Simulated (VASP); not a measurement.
```xyz
3
Lattice="2.1643 -3.7487 0.0000 2.1643 3.7487 0.0000 0.0000 0.0000 5.9665" Properties=species:S:1:pos:R:3 pbc="T T T"
Te     2.7723    -2.6957     3.9777
Te     3.1127     0.0000     5.9665
Te     2.7723     2.6957     1.9888
```

Level of theory: PBEsol GGA, VASP's PBE PAW potentials (set 64) (plane waves; VASP 6.6.1). Numerical set-up: 400 eV cut-off, 13×13×9 Γ-centred mesh, Gaussian smearing of 0.010 eV, potentials Te.

**Question.** The job: Te (trig), 3 atoms, PBEsol, optics run with many empty bands, 400 eV, 13×13×9 Γ-centred mesh. Roughly how much core time does it take on a busy server core?

**Answer.** About 4 core-minutes (one run on a shared machine, a rough figure). It had 161 irreducible k-points, 39 bands, up to 1779 plane waves and 14 electronic steps.

The compound is Te in the trig structure. It was relaxed first, which changed the volume by -5 %.
